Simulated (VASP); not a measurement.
Given:

```
CSi
1.0
    1.52924    -2.64872     0.00000
    1.52924     2.64872     0.00000
    0.00000     0.00000     5.01669
Si C
2 2
Cartesian
  1.52924  -0.88291   2.50655
  1.52924   0.88291   5.01490
  1.52924  -0.88291   4.39140
  1.52924   0.88291   1.88305
```

These are LDA (Ceperley-Alder, Perdew-Zunger), VASP's LDA PAW potentials (set 64) (plane waves; VASP) values and carry that method's errors. Settings: 520 eV cut-off, 11×11×6 Γ-centred mesh, Gaussian smearing of 0.010 eV, potentials Si C.

Task: Give the direction-averaged independent-particle dielectric function (no local fields, no excitons; a broadening of 0.1 eV leaves a tail below the gap, and fine structure carries the noise of the k-mesh).

Result: 
```json
[
 {"ħω (eV)": "0.00", "ε₁": "7.34", "ε₂": "0.00"},
 {"ħω (eV)": "0.30", "ε₁": "7.35", "ε₂": "0.01"},
 {"ħω (eV)": "0.70", "ε₁": "7.40", "ε₂": "0.02"},
 {"ħω (eV)": "1.10", "ε₁": "7.49", "ε₂": "0.03"},
 {"ħω (eV)": "1.50", "ε₁": "7.63", "ε₂": "0.04"},
 {"ħω (eV)": "1.90", "ε₁": "7.83", "ε₂": "0.06"},
 {"ħω (eV)": "2.30", "ε₁": "8.09", "ε₂": "0.07"},
 {"ħω (eV)": "2.70", "ε₁": "8.43", "ε₂": "0.10"},
 {"ħω (eV)": "3.00", "ε₁": "8.75", "ε₂": "0.12"},
 {"ħω (eV)": "3.40", "ε₁": "9.32", "ε₂": "0.17"},
 {"ħω (eV)": "3.80", "ε₁": "10.11", "ε₂": "0.24"},
 {"ħω (eV)": "4.20", "ε₁": "11.31", "ε₂": "0.39"},
 {"ħω (eV)": "4.60", "ε₁": "13.40", "ε₂": "0.88"},
 {"ħω (eV)": "5.00", "ε₁": "14.91", "ε₂": "4.05"},
 {"ħω (eV)": "5.40", "ε₁": "16.63", "ε₂": "6.13"},
 {"ħω (eV)": "5.80", "ε₁": "17.15", "ε₂": "14.26"},
 {"ħω (eV)": "6.10", "ε₁": "11.59", "ε₂": "17.30"},
 {"ħω (eV)": "6.50", "ε₁": "4.57", "ε₂": "14.57"},
 {"ħω (eV)": "6.90", "ε₁": "2.96", "ε₂": "16.67"},
 {"ħω (eV)": "7.30", "ε₁": "3.71", "ε₂": "11.57"},
 {"ħω (eV)": "7.70", "ε₁": "1.48", "ε₂": "13.29"},
 {"ħω (eV)": "8.10", "ε₁": "-1.85", "ε₂": "14.76"},
 {"ħω (eV)": "8.50", "ε₁": "-4.34", "ε₂": "11.39"},
 {"ħω (eV)": "8.90", "ε₁": "-2.95", "ε₂": "9.71"},
 {"ħω (eV)": "9.20", "ε₁": "-5.14", "ε₂": "10.57"},
 {"ħω (eV)": "9.60", "ε₁": "-5.33", "ε₂": "6.02"},
 {"ħω (eV)": "10.00", "ε₁": "-3.73", "ε₂": "5.15"},
 {"ħω (eV)": "10.40", "ε₁": "-3.71", "ε₂": "4.89"},
 {"ħω (eV)": "10.80", "ε₁": "-3.15", "ε₂": "4.13"},
 {"ħω (eV)": "11.20", "ε₁": "-3.60", "ε₂": "4.18"},
 {"ħω (eV)": "11.60", "ε₁": "-2.95", "ε₂": "3.31"},
 {"ħω (eV)": "12.00", "ε₁": "-3.16", "ε₂": "3.08"}
]
```
ε₂ peaks at 6.3 eV (height 17.9), 6.8 eV (height 17.4), 8.0 eV (height 15.5); ε₁(0) averages 7.34, so the electronic refractive index below the gap tends to √7.34 = 2.71.

The compound is SiC in the wurtzite structure, the rare 2H polytype. It was relaxed first.
